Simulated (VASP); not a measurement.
Sb (space group R-3m): the measured cell of entry 9009655 of the Crystallography Open Database is

```
Sb
1.0
    2.15420     1.24373     3.75800
   -2.15420     1.24373     3.75800
    0.00000    -2.48746     3.75800
Sb
2
Direct
  0.23349   0.23349   0.23349
  0.76651   0.76651   0.76651
```

The numbers are results of SCAN meta-GGA, VASP's PBE PAW potentials (set 64) (plane waves; VASP 6.6.1), not measurements. Run with 400 eV cut-off, 12×12×12 Γ-centred mesh, tetrahedra with Blöchl corrections, potentials Sb.

The calculation is for a static lattice at zero pressure; the measurement, at 299 K, holds thermal and zero-point expansion. The entry's conditions were not checked, so it may have been measured under pressure.

Task: How far does the relaxed conventional cell lie from the measured one?

Result: 
|  | measured | computed | difference |
|---|---|---|---|
| a (Å) | 4.308 | 4.346 | +0.9 % |
| c (Å) | 11.274 | 11.039 | -2.1 % |
| V (Å³/atom) | 30.21 | 30.09 | -0.4 % |

The structure comes from a measured Sb entry (R-3m) of the Crystallography Open Database, whose conditions weren't checked. It was relaxed first. Symmetry was kept, so distortions that lower it aren't found.
